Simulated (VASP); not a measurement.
Data:

```xyz
3
Lattice="0.0000 3.1137 3.1137 3.1137 0.0000 3.1137 3.1137 3.1137 0.0000" Properties=species:S:1:pos:R:3 pbc="T T T"
Ba     0.0000     0.0000     0.0000
F      1.5568     1.5568     1.5568
F      4.6705     4.6705     4.6705
```

These are r2SCAN meta-GGA, VASP's PBE PAW potentials (set 64) (plane waves; VASP) values and carry that method's errors. Settings: PREC = Normal, EDIFF = 1E-5, 450 eV cut-off, 8×8×8 Γ-centred mesh, Gaussian smearing of 0.050 eV, potentials Ba_sv F.

At this cut-off the stress carries a Pulay error, which pulls relaxed volumes low.

### Question
Give the stress tensor in GPa (positive for a compressed cell).

### Answer

```
-1.30   0.00   0.00
 0.00  -1.30   0.00
 0.00   0.00  -1.30
```
The pressure is its mean diagonal, -1.30 GPa.

The compound is BaF2 in the fluorite structure. It was relaxed first.
